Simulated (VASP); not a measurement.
Energy against volume of LiF (rock salt). All values below come from MS2 meta-GGA, VASP's PBE PAW potentials (set 64) (plane waves; VASP). Settings: 520 eV cut-off, 11×11×11 Γ-centred mesh, Gaussian smearing of 0.050 eV, potentials Li_sv F.

```csv
V (Å³/atom),E (eV/atom)
7.588,-6.53445
7.823,-6.53722
8.057,-6.53645
8.292,-6.53315
```

Fit these four points and predict the energy of the run at 7.353 Å³/atom.

A cubic in V^(−2/3), the third-order Birch-Murnaghan form, passes through the four points with V0 = 7.88 Å³/atom and B0 = 75 GPa, and gives -6.5269 eV/atom there. The run gave -6.5280 eV/atom, -1.1 meV/atom from the fit; all five points give B0 = 71 GPa.

The compound is LiF in the rock salt structure. It was relaxed first.
